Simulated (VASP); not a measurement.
Calculation: PBEsol GGA, VASP's PBE PAW potentials (set 64) (plane waves; VASP).

VASP input:

### POSCAR
```
SiO2
1
   -4.9599526814     4.2777826556     2.5627617077
    4.9599526814    -4.2777826556     2.5627617077
    4.9599526814     4.2777826556    -2.5627617077
Si O
4 8
Direct
  0.8508744392   0.5934855542   0.4435354634
  0.1499500908   0.4073389757   0.5564645366
  0.8508744392   0.9073389757   0.7573888849
  0.1499500908   0.0934855542   0.2426111151
  0.9213552115   0.7693321764   0.2731053058
  0.4962268706   0.6482499057   0.7268946942
  0.9213552115   0.1482499057   0.6520230351
  0.4962268706   0.2693321764   0.3479769649
  0.0624544928   0.0624544928   1.0000000000
  0.0624544928   0.5624544928   0.5000000000
  0.1218524648   0.2745788950   0.3472735696
  0.9273053254   0.7745788950   0.6527264304
```

File KPOINTS:
```
k-points along high-symmetry lines
8
Line-mode
Reciprocal
  0.000000   0.000000   0.000000 ! GAMMA
 -0.500000   0.500000   0.500000 ! X

 -0.500000   0.500000   0.500000 ! X
 -0.564196   0.564196   0.435804 ! U_2

 -0.435804   0.435804  -0.435804 ! Y_0
  0.000000   0.000000   0.000000 ! GAMMA

  0.000000   0.000000   0.000000 ! GAMMA
 -0.316670  -0.316670   0.316670 ! LAMBDA_0

 -0.683330   0.316670   0.683330 ! G_2
 -0.500000   0.500000   0.500000 ! X

  0.000000   0.000000   0.000000 ! GAMMA
 -0.500000   0.000000   0.500000 ! R

 -0.500000   0.000000   0.500000 ! R
 -0.750000   0.250000   0.250000 ! W

 -0.750000   0.250000   0.250000 ! W
 -0.500000   0.000000   0.000000 ! S

 -0.500000   0.000000   0.000000 ! S
  0.000000   0.000000   0.000000 ! GAMMA

  0.000000   0.000000   0.000000 ! GAMMA
 -0.500000   0.500000   0.000000 ! T

 -0.500000   0.500000   0.000000 ! T
 -0.750000   0.250000   0.250000 ! W
```

### INCAR
```
GGA=PS   # PBEsol
LREAL=F   # projection in real space or not
ISMEAR=0   # Gaussian
SIGMA=0.05   # width (eV)
LCHARG=F
SYSTEM=SiO2
ENCUT=520   # plane-wave cut-off (eV)
LASPH=T
LORBIT=11   # lm-projected
NELM=100   # most electronic steps
EDIFF=1E-7   # SCF stop (eV)
LWAVE=F
ALGO=Normal   # blocked Davidson
PREC=Accurate
ICHARG=11   # fixed density
```

POTCAR, in this order: Si O (PBE.64 set). Program: vasp_std. Read from the step before: CHGCAR.

Output of the run:

### OUTCAR
```
 ion  position               nearest neighbor table
   1  0.851  0.593  0.444-  10 1.61   8 1.62   5 1.62  12 1.62   4 3.09   4 3.09   3 3.11
   2  0.150  0.407  0.556-  10 1.61   7 1.62   6 1.62  11 1.62   3 3.09   3 3.09   4 3.11
   3  0.851  0.907  0.757-   9 1.61   6 1.62   7 1.62  12 1.62   2 3.09   2 3.09   1 3.11
   4  0.150  0.093  0.243-   9 1.61   5 1.62   8 1.62  11 1.62   1 3.09   1 3.09   2 3.11
   5  0.921  0.769  0.273-   4 1.62   1 1.62
   6  0.496  0.648  0.727-   3 1.62   2 1.62
   7  0.921  0.148  0.652-   2 1.62   3 1.62
   8  0.496  0.269  0.348-   1 1.62   4 1.62
   9  0.062  0.062  0.000-   3 1.61   4 1.61
  10  0.062  0.562  0.500-   1 1.61   2 1.61
  11  0.122  0.275  0.347-   4 1.62   2 1.62
  12  0.927  0.775  0.653-   3 1.62   1 1.62
  LATTYP: Found a body centered orthorhombic cell.
 ALAT       =     5.1255234154
 B/A-ratio  =     1.6692081214
 C/A-ratio  =     1.9353936289
 Subroutine PRICEL returns:
 Original cell was already a primitive cell.
 Subroutine GETGRP returns: Found  4 space group operations
The static configuration has the point symmetry C_2 .
 The point group associated with its full space group is C_2v.
The dynamic configuration has the point symmetry C_2 .
 Subroutine INISYM returns: Found  4 space group operations
   k-points           NKPTS =     88   k-points in BZ     NKDIM =     88   number of bands    NBANDS=     39
   number of dos      NEDOS =    301   number of ions     NIONS =     12
   total plane-waves  NPLWV = 157464
   dimension x,y,z NGX =    54 NGY =   54 NGZ =   54
   dimension x,y,z NGXF=   108 NGYF=  108 NGZF=  108
   ions per type =               4   8
   PREC   = accura    normal or accurate (medium, high low for compatibility)
   ISTART =      0    job   : 0-new  1-cont  2-samecut
   ICHARG =     11    charge: 1-file 2-atom 10-const
   ISPIN  =      1    spin polarized calculation?
   LNONCOLLINEAR =      F non collinear calculations
   LSORBIT =      F    spin-orbit coupling
   INIWAV =      1    electr: 0-lowe 1-rand  2-diag
   ENCUT  =  520.0 eV  38.22 Ry    6.18 a.u.  13.08 13.08 13.08*2*pi/ulx,y,z
   NELM   =    100;   NELMIN=  2; NELMDL= -5     # of ELM steps
   EDIFF  = 0.1E-06   stopping-criterion for ELM
   LREAL  =      F    real-space projection
   NLSPLINE    = F    spline interpolate recip. space projectors
   LMAXMIX     =    2 max onsite mixed and CHGCAR
   VOSKOWN=      0    Vosko Wilk Nusair interpolation
   EDIFFG = 0.1E-05   stopping-criterion for IOM
   NSW    =      0    number of steps for IOM
   NBLOCK =      1;   KBLOCK =      1    inner block; outer block
   IBRION =     -1    ionic relax: 0-MD 1-quasi-New 2-CG
   NFREE  =      0    steps in history (QN), initial steepest desc. (CG)
   ISIF   =      2    stress and relaxation
   ISYM   =      2    0-nonsym 1-usesym 2-fastsym
   TEIN   =    0.0    initial temperature
   TEBEG  =    0.0;   TEEND  =   0.0 temperature during run
   SMASS  =  -3.00    Nose mass-parameter (am)
   PSTRESS=    0.0 pullay stress
   NELECT =      64.0000    total number of electrons
   EFERMI =   0.00;   METHOD = LEGACY
   ISMEAR =     0;   SIGMA  =   0.05  broadening in eV -4-tet -1-fermi 0-gaus
   IALGO  =     38    algorithm
   LDIAG  =      T    sub-space diagonalisation (order eigenvalues)
   IMIX   =      4    mixing-type and parameters
     AMIX     =   0.40;   BMIX     =  1.00
     AMIX_MAG =   1.60;   BMIX_MAG =  1.00
     AMIN     =   0.10
   GGA     = PS    functional components
   VOSKOWN =     0    Vosko Wilk Nusair interpolation
   LHFCALC =     F    Hartree Fock is set to
   LHFONE  =     F    Hartree Fock one center treatment
   AEXX    =    0.0000 exact exchange contribution
   IVDW    =     0    specifies the selected vdW correction
   LEPSILON=     F    determine dielectric tensor
   LRPA    =     F    only Hartree local field effects (RPA)
  energy-cutoff  :      520.00
  volume of cell :      217.50
      direct lattice vectors                 reciprocal lattice vectors
...
```

File OSZICAR:
```
       N       E                     dE             d eps       ncg     rms          rms(c)
DAV:   1     0.435857206913E+03    0.43586E+03   -0.30312E+04  6864   0.143E+03
DAV:   2    -0.559058395720E+02   -0.49176E+03   -0.47609E+03  9235   0.311E+02
DAV:   3    -0.976291634946E+02   -0.41723E+02   -0.41514E+02  8068   0.102E+02
DAV:   4    -0.984607316702E+02   -0.83157E+00   -0.83002E+00  8584   0.151E+01
DAV:   5    -0.984784932331E+02   -0.17762E-01   -0.17752E-01  8063   0.213E+00
DAV:   6    -0.984791951500E+02   -0.70192E-03   -0.70179E-03  8832   0.383E-01
DAV:   7    -0.984792146259E+02   -0.19476E-04   -0.19474E-04  8093   0.616E-02
DAV:   8    -0.984792154774E+02   -0.85144E-06   -0.85142E-06  8240   0.115E-02
DAV:   9    -0.984792155118E+02   -0.34457E-07   -0.34417E-07  5997   0.229E-03
   1 F= -.98479216E+02 E0= -.98479216E+02  d E =-.378223E-17
```

OUTCAR:
```
 val. band max:       -1.6513329024   @ k =  -0.5000   0.0000   0.0000

 cond. band min:       4.0548518708   @ k =   0.0000   0.0000   0.0000



 k-point     1 :       0.0000    0.0000    0.0000
  band No.  band energies     occupation
      1     -20.8758      2.00000
      2     -19.9524      2.00000
      3     -19.4845      2.00000
      4     -19.4016      2.00000
      5     -18.8662      2.00000
      6     -18.8123      2.00000
      7     -18.7993      2.00000
      8     -18.7936      2.00000
      9     -10.1357      2.00000
     10      -9.7706      2.00000
     11      -9.2682      2.00000
     12      -7.2185      2.00000
     13      -7.1318      2.00000
     14      -6.9461      2.00000
     15      -6.9455      2.00000
     16      -6.5051      2.00000
     17      -5.0221      2.00000
     18      -4.5377      2.00000
     19      -4.1276      2.00000
     20      -3.9754      2.00000
     21      -3.6146      2.00000
     22      -3.5059      2.00000
     23      -3.4882      2.00000
     24      -3.4107      2.00000
     25      -2.9304      2.00000
     26      -2.9225      2.00000
     27      -2.7111      2.00000
     28      -2.7013      2.00000
     29      -2.6022      2.00000
     30      -2.0991      2.00000
     31      -2.0111      2.00000
     32      -1.9019      2.00000
     33       4.0549      0.00000
     34       7.3297      0.00000
     35       7.3508      0.00000
     36       7.3641      0.00000
     37       7.6468      0.00000
     38       7.8721      0.00000
     39       8.0181      0.00000

 k-point     2 :      -0.0714    0.0714    0.0714
  band No.  band energies     occupation
      1     -20.8660      2.00000
      2     -19.9667      2.00000
      3     -19.5720      2.00000
      4     -19.3083      2.00000
      5     -18.8639      2.00000
      6     -18.8140      2.00000
      7     -18.7975      2.00000
      8     -18.7940      2.00000
      9     -10.2560      2.00000
     10      -9.6651      2.00000
...
```

The density is held fixed in this step, so its total energy and stress have no physical meaning.

The structure comes from a computed database's SiO2 entry (Ima2); how it stands against other phases isn't given here. It was relaxed first.
